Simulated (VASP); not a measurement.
Wanted: the native input for a VASP 6.6.1 run.

| Property | Result |
| --- | --- |
| Task | single point |
| Functional | PBE |
| Potentials or basis | VASP PAW PBE potentials, release 64 (Be, Ga_d) |
| Cutoff | 520 eV |
| k mesh | 6 × 6 × 1 |
| Occupations | fermi-dirac, width 0.1 eV |
| Spin | no spin polarisation |
| Dipole correction | no |
| Further INCAR settings | ALGO = Fast; EDIFF = 1e-06; NBANDS = 30 |

The structure of Be12Ga lies in POSCAR:

```
Be12Ga
1.0
    4.5800000000      0.0000000000      0.0000000000
    2.2900000000      3.9663960000      0.0000000000
    0.0000000000      0.0000000000     14.5884300000
Be Ga
12 1
Direct
    0.0000000000      0.0000000000      0.0685474722
    0.5000000000      0.0000000000      0.0685474722
    0.0000000000      0.5000000000      0.0685474722
    0.5000000000      0.5000000000      0.0685474722
   -0.1649436530      0.3315523715      0.1937133742
    0.3314468326      0.3326412693      0.1942629193
   -0.1657978329      0.8340886790      0.1946722163
    0.3313599097      0.8350421894      0.1934088864
   -0.0000734121      0.0000887456      0.3241191136
    0.4993425096      0.0011564655      0.3187190808
   -0.0000999472      0.5001295887      0.3197496921
    0.4980374798      0.4981595383      0.3153483960
    0.6130278639      0.6482744033      0.4707968575
```

The cell was built by a generator and needn't be a form met in nature.

One way to write it, as run:

INCAR

```
  PREC = Accurate
  ENCUT = 520
  EDIFF = 1E-6
  ISMEAR = -1
  SIGMA = 0.1
  LREAL = F
  LASPH = T
  NELM = 100
  ALGO = Fast
  ISIF = 2
  LWAVE = F
  LCHARG = F
  GGA = PE
  NBANDS = 30
```

KPOINTS

```
regular mesh
0
Gamma
  6 6 1
```

Potentials or basis: VASP PAW PBE potentials, release 64 (Be, Ga_d).

Run with:

```bash
$ cat potpaw_PBE.64/Be/POTCAR potpaw_PBE.64/Ga_d/POTCAR > POTCAR
$ mpirun -np 1 vasp_std > vasp.out
```

It gave:

| Property | Result |
| --- | --- |
| Largest force | 0.121 eV/Å |
| Band gap on the k mesh | none (metal or under the smearing width) |

Run time: 2.1 min on 1 thread of Intel(R) Xeon(R) 6975P-C (Granite Rapids) (shared host), peak memory 0.41 GiB.
